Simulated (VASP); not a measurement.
# GW-BSE spectrum of Si3N4, part 2 of 3

What does the electron-hole attraction do to the spectrum of Si3N4? The cell has space group P6_3/m. The start is a cell from a database of measured crystal structures.

VASP 6.6.1, plane waves and PAW; the level of theory is named at each step.

So far. Step 2 (Ground state): The cell has a gap of 4.97 eV on mesh and path and a pressure of -2.5 GPa, which holds the misfit of the given cell and coordinates with this functional, and any error of cutoff, mesh and data sets.

**3. Empty bands**

Level of this step: r2SCAN; plane waves and PAW (Si_GW, N_GW) (VASP).

ALGO = Exact makes the empty bands from the converged ground state in one step. LOPTICS writes the k-derivatives of the orbitals (WAVEDER), which give the long-wavelength limit of the screening.

Input file INCAR:

```
SYSTEM = Si3N4
PREC = Accurate
ENCUT = 450
ISMEAR = 0
SIGMA = 0.01
LREAL = .FALSE.
METAGGA = R2SCAN
LASPH = .TRUE.
NBANDS = 336
ALGO = Exact
NELM = 1
LWAVE = .TRUE.
LCHARG = .FALSE.
LOPTICS = .TRUE.
NEDOS = 1000
CSHIFT = 0.1
```

Input file POSCAR:

```
Si3N4
1.0
    7.6044000000      0.0000000000      0.0000000000
   -3.8022000000      6.5856035805      0.0000000000
    0.0000000000      0.0000000000      2.9063000000
Si N
6 8
Direct
    0.7684770000      0.1745570000      0.2500000000
    0.5939200000      0.7684770000      0.7500000000
    0.8254430000      0.5939200000      0.2500000000
    0.2315230000      0.8254430000      0.7500000000
    0.4060800000      0.2315230000      0.2500000000
    0.1745570000      0.4060800000      0.7500000000
    0.0305000000      0.3302400000      0.2500000000
    0.7002600000      0.0305000000      0.7500000000
    0.6697600000      0.7002600000      0.2500000000
    0.9695000000      0.6697600000      0.7500000000
    0.2997400000      0.9695000000      0.2500000000
    0.3302400000      0.2997400000      0.7500000000
    0.6666666667      0.3333333333      0.2500000000
    0.3333333333      0.6666666667      0.7500000000
```

Input file KPOINTS:

```
Automatic mesh
0
Gamma
3 3 6
0 0 0
```

The projector-augmented-wave data sets are Si_GW and N_GW (PBE family, release 64).

The run is started by

```sh
> mpirun -np 8 vasp_std
```

What it wrote:

```text
[banner, memory and clock lines left out]
running    8 mpi-ranks, on    1 nodes
 distrk:  each k-point on    8 cores,    1 groups
 distr:  one band on    1 cores,    8 groups

 POSCAR found type information on POSCAR SiN
 POSCAR found :  2 types and      14 ions
 [... a notice as in an earlier step ...]

 [... a notice as in an earlier step ...]

 LDA part: xc-table for (None), standard interpolation
 found WAVECAR, reading the header
  number of bands has changed, file:    46 present:   336
  trying to continue reading WAVECAR, but it might fail
 POSCAR, INCAR and KPOINTS ok, starting setup
 FFT: planning ... GRIDC
 FFT: planning ... GRID_SOFT
 FFT: planning ... GRID
 reading WAVECAR
 random initialization beyond band           46
 the WAVECAR file was read successfully
 initial charge from wavefunction
 entering main loop
       N       E                     dE             d eps       ncg     rms          rms(c)
DIA:   1    -0.144081732236E+03   -0.14408E+03    0.00000E+00     0   0.000E+00
   1 F= -.14408173E+03 E0= -.14408173E+03  d E =-.193498E-72
 writing wavefunctions
 optical routines
 imaginary and real dielectric function
 direction            1
 direction            2
 direction            3
|                                                                             |
|           W    W    AA    RRRRR   N    N  II  N    N   GGGG   !!!           |
|           W    W   A  A   R    R  NN   N  II  NN   N  G    G  !!!           |
|           W    W  A    A  R    R  N N  N  II  N N  N  G       !!!           |
|           W WW W  AAAAAA  RRRRR   N  N N  II  N  N N  G  GGG   !            |
|           WW  WW  A    A  R   R   N   NN  II  N   NN  G    G                |
|           W    W  A    A  R    R  N    N  II  N    N   GGGG   !!!           |
|                                                                             |
|     You are using a small complex shift. This can yield unreliable          |
|     results when the Kramers-Kronig relation is used for systems with       |
|     spin-orbit interactions.                                                |
|     Please increase CSHIFT in the INCAR file.                               |
|                                                                             |
```

Elapsed: 1.9 min, on 8 MPI ranks of AMD EPYC 9R45, shared host; peak memory 4.1 GiB.

From OUTCAR (step 3):

```text
 Found     12 irreducible k-points:

   k-points           NKPTS =     12   k-points in BZ     NKDIM =     12   number of bands    NBANDS=    336

   NELECT =      64.0000    total number of electrons

 E-fermi :   6.3345

 k-point     4 :       0.0000    0.0000    0.1667
  band No.  band energies     occupation
    ...
     28       4.7129      2.00000
     29       4.9157      2.00000
     30       4.9157      2.00000
     31       5.0476      2.00000
     32       6.2084      2.00000
     33      12.4161      0.00000
     34      12.8761      0.00000
     35      12.8761      0.00000
     36      13.0787      0.00000
     37      13.1603      0.00000
    ...

  Total       -2.2029563     -2.2029563     -2.3130157      0.0000102      0.0000000      0.0000000
  in kB      -24.2502089    -24.2502089    -25.4617463      0.0001122      0.0000000      0.0000000
  external PRESSURE =     -24.6540547 kB  Pullay stress =       0.0000000 kB

 POSITION                                       TOTAL-FORCE (eV/Angst)
 -----------------------------------------------------------------------------------
      5.18011      1.14956      0.72657         0.005601      0.044866     -0.000000
      1.59450      5.06088      2.17972        -0.036055      0.027283     -0.000000
      4.01880      3.91132      0.72657        -0.041656     -0.017583      0.000000
     -1.37791      5.43604      2.17972        -0.005601     -0.044866      0.000000
      2.20770      1.52472      0.72657         0.036055     -0.027283      0.000000
     -0.21660      2.67428      2.17972         0.041656      0.017583     -0.000000
     -1.02370      2.17483      0.72657         0.007693     -0.019746      0.000000
      5.20909      0.20086      2.17972         0.020947     -0.003211      0.000000
      2.43059      4.61163      0.72657         0.013255      0.016535     -0.000000
      4.82590      4.41077      2.17972        -0.007693      0.019746      0.000000
     -1.40689      6.38474      0.72657        -0.020947      0.003211      0.000000
      1.37161      1.97397      2.17972        -0.013255     -0.016535      0.000000
      3.80220      2.19520      0.72657        -0.000000     -0.000000     -0.000000
     -0.00000      4.39040      2.17972        -0.000000     -0.000000      0.000000
 -----------------------------------------------------------------------------------
    total drift:                                0.000000      0.000000      0.000000

  FREE ENERGIE OF THE ION-ELECTRON SYSTEM (eV)
  ---------------------------------------------------
  free  energy   TOTEN  =      -144.0817322359 eV

  energy  without entropy=     -144.0817322359  energy(sigma->0) =     -144.08173224

 plasma frequency squared (from intraband transitions) (eV^2)
  --------------------------------------------------------------------------------------
       0.000      -0.000       0.000
      -0.000       0.000      -0.000
       0.000       0.000       0.000

[... 13 parts as in an earlier step ...]

[... 1 further part left out ...]
```

The gap is read on the k-mesh alone, so it is an upper bound where the band edges lie off the mesh.

A gap read on the k-mesh alone can miss the band edges.

This step gave:

- gap on the k-mesh: 4.973 eV
- least direct gap on the k-mesh: 5.180 eV

WAVECAR now holds 336 bands for 64 electrons. Its independent-particle dielectric tensor has xx, yy, zz = 4.0, 4.0, 4.1 on this mesh, which isn't tested for convergence in mesh or bands and lacks local fields.

**4. G0W0**

This step: G0W0 on r2SCAN; plane waves and PAW (Si_GW, N_GW) (VASP 6.6.1).

One pass of GW corrects the levels to first order, with G and W from the starting orbitals. LWAVE keeps the quasiparticle levels in WAVECAR, and the W files hold the screened interaction for the next step.

Input file INCAR:

```
SYSTEM = Si3N4
PREC = Accurate
ENCUT = 450
ISMEAR = 0
SIGMA = 0.01
LREAL = .FALSE.
METAGGA = R2SCAN
LASPH = .TRUE.
NBANDS = 336
ALGO = EVGW0
NELMGW = 1
ENCUTGW = 100
NOMEGA = 48
PRECFOCK = Fast
NBANDSGW = 40
LWAVE = .TRUE.
LCHARG = .FALSE.
```

POSCAR is that of step 3.

KPOINTS is that of step 3.

The run is started by

```sh
> mpirun -np 8 vasp_std
```

What it wrote:

```text
[banner, memory and clock lines left out]
running    8 mpi-ranks, on    1 nodes
 distrk:  each k-point on    8 cores,    1 groups
 distr:  one band on    1 cores,    8 groups

 POSCAR found type information on POSCAR SiN
 POSCAR found :  2 types and      14 ions
 [... a notice as in an earlier step ...]

 [... a notice as in an earlier step ...]

|                                                                             |
|           W    W    AA    RRRRR   N    N  II  N    N   GGGG   !!!           |
|           W    W   A  A   R    R  NN   N  II  NN   N  G    G  !!!           |
|           W    W  A    A  R    R  N N  N  II  N N  N  G       !!!           |
|           W WW W  AAAAAA  RRRRR   N  N N  II  N  N N  G  GGG   !            |
|           WW  WW  A    A  R   R   N   NN  II  N   NN  G    G                |
|           W    W  A    A  R    R  N    N  II  N    N   GGGG   !!!           |
|                                                                             |
|     The default for ENCUTGWSOFT is different in this version of VASP.       |
|     please manually set ENCUTGWSOFT =100 in the INCAR file.                 |
|                                                                             |

 LDA part: xc-table for (None), standard interpolation
 found WAVECAR, reading the header
 POSCAR, INCAR and KPOINTS ok, starting setup
 FFT: planning ... GRIDC
 FFT: planning ... GRID_SOFT
 FFT: planning ... GRID
 reading WAVECAR
 the WAVECAR file was read successfully
 initial charge from wavefunction
 available memory per node:     32.18 GB, setting MAXMEM to     32956

 The Fermi energy was updated, please check that it is located mid-gap
 values below the HOMO (VB) or above the LUMO (CB) will cause erroneous energies
 E-fermi :   8.6947

 calculate exact exchange contribution
 the WAVEDER file was read successfully
energies w=
    0.000    0.000    0.854    0.000    1.704    0.000    2.548    0.000
    3.382    0.000    4.204    0.000    5.012    0.000    5.806    0.000
    6.586    0.000    7.351    0.000    8.102    0.000    8.841    0.000
    9.570    0.000   10.290    0.000   11.003    0.000   11.712    0.000
   12.420    0.000   13.130    0.000   13.844    0.000   14.566    0.000
   15.300    0.000   16.049    0.000   16.818    0.000   17.612    0.000
   18.437    0.000   19.298    0.000   20.202    0.000   21.160    0.000
   22.180    0.000   23.275    0.000   24.459    0.000   25.751    0.000
   27.172    0.000   28.750    0.000   30.522    0.000   32.532    0.000
   34.843    0.000   37.536    0.000   40.724    0.000   44.567    0.000
   49.299    0.000   55.276    0.000   63.068    0.000   73.643    0.000
   88.799    0.000  112.279    0.000  153.389    0.000  243.469    0.000
 responsefunction array rank=     344
 LDA part: xc-table for (None), standard interpolation

 min. memory requirement per mpi rank    384.3 MB, per node   3074.0 MB

 allocating   6 responsefunctions rank=   344
 shmem allocating  48 responsefunctions rank=   344
 response function shared by NCSHMEM nodes    1
 Doing            6  frequencies on each core in blocks of           48
NQ=   1    0.0000    0.0000    0.0000,
|.........|.........|.........|.........|.........|.........|.........|.........
 performed       1373000 updates of chi_q(r,r)
 total number of BLAS operations       1277.40 Gflops
NQ=   2    0.3333   -0.0000    0.0000,
|.........|.........|.........|.........|.........|.........|.........|.........
 performed       3552000 updates of chi_q(r,r)
 total number of BLAS operations       3281.24 Gflops
NQ=   3    0.3333    0.3333    0.0000,
|.........|.........|.........|.........|.........|.........|.........|.........
 performed       5193000 updates of chi_q(r,r)
 total number of BLAS operations       4660.19 Gflops
NQ=   4    0.0000    0.0000    0.1667,
|.........|.........|.........|.........|.........|.........|.........|.........
 performed       6834000 updates of chi_q(r,r)
 total number of BLAS operations       6187.65 Gflops
NQ=   5    0.3333   -0.0000    0.1667,
|.........|.........|.........|.........|.........|.........|.........|.........
 performed       9336000 updates of chi_q(r,r)
 total number of BLAS operations       8420.68 Gflops
NQ=   6    0.3333    0.3333    0.1667,
|.........|.........|.........|.........|.........|.........|.........|.........
 performed      11193000 updates of chi_q(r,r)
 total number of BLAS operations      10038.52 Gflops
NQ=   7    0.0000    0.0000    0.3333,
|.........|.........|.........|.........|.........|.........|.........|.........
 performed      12834000 updates of chi_q(r,r)
 total number of BLAS operations      11460.36 Gflops
NQ=   8    0.3333   -0.0000    0.3333,
|.........|.........|.........|.........|.........|.........|.........|.........
 performed      15336000 updates of chi_q(r,r)
 total number of BLAS operations      13574.67 Gflops
NQ=   9    0.3333    0.3333    0.3333,
|.........|.........|.........|.........|.........|.........|.........|.........
 performed      17193000 updates of chi_q(r,r)
 total number of BLAS operations      15192.51 Gflops
NQ=  10    0.0000    0.0000    0.5000,
|.........|.........|.........|.........|.........|.........|.........|.........
 performed      18566000 updates of chi_q(r,r)
 total number of BLAS operations      16289.47 Gflops
NQ=  11    0.3333   -0.0000    0.5000,
|.........|.........|.........|.........|.........|.........|.........|.........
 performed      20745000 updates of chi_q(r,r)
 total number of BLAS operations      18165.38 Gflops
NQ=  12    0.3333    0.3333    0.5000,
|.........|.........|.........|.........|.........|.........|.........|.........
 performed      22386000 updates of chi_q(r,r)
 total number of BLAS operations      19595.88 Gflops
 resolving degeneracies of screened two electron integrals

 calculate QP shifts <psi_nk| G(iteration)W_0 |psi_nk>: iteration 1
 writing wavefunctions
 entering main loop
```

Elapsed: 5.7 min, on 8 MPI ranks; peak memory 3.4 GiB.

Parts of OUTCAR (step 4):

```text
 Found     12 irreducible k-points:

   k-points           NKPTS =     12   k-points in BZ     NKDIM =     54   number of bands    NBANDS=    336

   NELECT =      64.0000    total number of electrons

 E-fermi :   8.6947

 QP shifts <psi_nk| G(iteration)W_0 |psi_nk>: iteration 1
 for sc-GW calculations column KS-energies equals QP-energies in previous step
 and V_xc(KS)=  KS-energies - (<T + V_ion + V_H > + <T+V_H+V_ion>^1  + <V_x>^1)
 k-point   1 :       0.0000    0.0000    0.0000
  band No.  KS-energies  QP-energies   sigma(KS)   V_xc(KS)     V^pw_x(r,r')   Z            occupation Imag(sigma)
    ...
     29       4.8961       4.3173     -17.5798     -16.8601     -20.7795       0.8043       2.0000       0.0822
     30       5.7347       5.1752     -17.5867     -16.8871     -20.8515       0.7998       2.0000       0.0840
     31       5.7926       5.2779     -17.7602     -17.1183     -20.9706       0.8018       2.0000       0.0813
     32       6.0007       5.4794     -17.8331     -17.1843     -21.1130       0.8035       2.0000       0.0828
     33      11.1810      11.8727      -9.4932     -10.3154      -5.4503       0.8413       0.0000      -0.0792
     34      11.4617      12.1154      -9.8928     -10.6691      -6.1546       0.8421       0.0000      -0.0750
     35      11.7635      12.5689     -10.2468     -11.2117      -6.1986       0.8346       0.0000      -0.0808
     36      11.7635      12.5689     -10.2468     -11.2117      -6.1986       0.8346       0.0000      -0.0808
    ...

 k-point   2 :       0.3333   -0.0000    0.0000
  band No.  KS-energies  QP-energies   sigma(KS)   V_xc(KS)     V^pw_x(r,r')   Z            occupation Imag(sigma)
    ...
     29       4.8354       4.2059     -17.1853     -16.4001     -20.3714       0.8018       2.0000       0.0844
     30       5.5166       4.9785     -17.6252     -16.9539     -20.8365       0.8016       2.0000       0.0824
     31       5.8225       5.2771     -17.6843     -17.0033     -20.9544       0.8010       2.0000       0.0834
     32       5.9690       5.4442     -17.8158     -17.1625     -21.0945       0.8033       2.0000       0.0829
     33      11.4218      12.1501      -9.6857     -10.5537      -5.6298       0.8390       0.0000      -0.0801
     34      11.5403      12.2842      -9.9460     -10.8343      -5.9647       0.8374       0.0000      -0.0789
     35      11.7961      12.5822     -10.0927     -11.0344      -6.0252       0.8348       0.0000      -0.0815
     36      11.9627      12.6730      -9.9003     -10.7485      -5.9680       0.8374       0.0000      -0.0796
    ...

 k-point   3 :       0.3333    0.3333    0.0000
  band No.  KS-energies  QP-energies   sigma(KS)   V_xc(KS)     V^pw_x(r,r')   Z            occupation Imag(sigma)
    ...
     29       5.0279       4.4290     -17.2982     -16.5504     -20.5207       0.8009       2.0000       0.0853
     30       5.0279       4.4290     -17.2982     -16.5504     -20.5207       0.8009       2.0000       0.0853
     31       5.9099       5.3778     -17.7718     -17.1086     -21.0475       0.8024       2.0000       0.0830
     32       5.9099       5.3778     -17.7718     -17.1086     -21.0475       0.8024       2.0000       0.0830
     33      11.5397      12.3384     -10.1801     -11.1362      -6.2417       0.8354       0.0000      -0.0787
     34      11.7229      12.4722      -9.9089     -10.8045      -5.8273       0.8366       0.0000      -0.0814
     35      11.7229      12.4722      -9.9089     -10.8045      -5.8273       0.8366       0.0000      -0.0814
     36      12.4594      13.2279     -10.0551     -10.9768      -5.8832       0.8339       0.0000      -0.0848
    ...

[... 8 parts as in an earlier step ...]

[... 5 further parts left out ...]
```

This step gave:

- quasiparticle gap on the mesh: 6.128 eV
- smallest direct quasiparticle gap on the mesh: 6.393 eV
- gap of the starting orbitals on the mesh: 4.973 eV

GW takes the gap from 4.973 to 6.128 eV. The value holds for 336 bands, ENCUTGW = 100 eV and this mesh, and isn't shown to be converged in them.

[end of part 2 of 3]

[Lines on the potential files, build, host, timing and source positions are cut from VASP's logs without a mark.]

[Logs are printed without paths, hosts, clocks, repeated set-up lines and the standing remarks that a program may print on its own settings, such as how far it seeks lower states.]

[Hosts, paths, dates, database ids (printed as entryN), source tags and the programs' standing remarks are cut or masked in the printed files.]

[Pressures printed for these runs are not shown converged in the cutoff: they can be off by several GPa and have the wrong sign.]
